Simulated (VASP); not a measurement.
Here is a VASP 6.6.1 calculation.

File INCAR:

```
PREC = Accurate
ENCUT = 520
EDIFF = 1E-6
ISMEAR = 0
SIGMA = 0.1
LREAL = False
LASPH = True
NELM = 60
ALGO = Normal
ISIF = 2
LWAVE = False
LCHARG = False
GGA = PS
NBANDS = 59
KPAR = 4
```

KPOINTS

```
regular mesh
0
Gamma
  10 6 6
```

File POSCAR:

```
Lu3AlN4
1.0
    3.2617200000      0.0000000000      0.0000000000
    0.0000000000      4.7028000000      0.0000000000
    0.0000000000      0.0000000000      6.5215700000
Lu Al N
3 1 4
Direct
    0.5000000000      0.5000000000      0.2420490000
    0.0000000000      0.0000000000      0.5000000000
    0.5000000000      0.5000000000      0.7579510000
    0.0000000000      0.0000000000      0.0000000000
    0.0000000000      0.5000000000      0.5000000000
    0.5000000000      0.0000000000      0.7723660000
    0.0000000000      0.5000000000      0.0000000000
    0.5000000000      0.0000000000      0.2276340000
```

Potentials or basis: VASP PAW PBE potentials, release 64 (Lu, Al, N).

Run with:

```console
$ cat potpaw_PBE.64/Lu/POTCAR potpaw_PBE.64/Al/POTCAR potpaw_PBE.64/N/POTCAR > POTCAR
$ mpirun -np 4 vasp_std > vasp.out
```

(1) Estimate the largest force.

(2) What does it give for the pressure?

Results:

(1) 0.111 eV/Å.

(2) -6.0 GPa.

Caveat: the PAW data sets were made with another functional, which shifts forces and pressure a little.
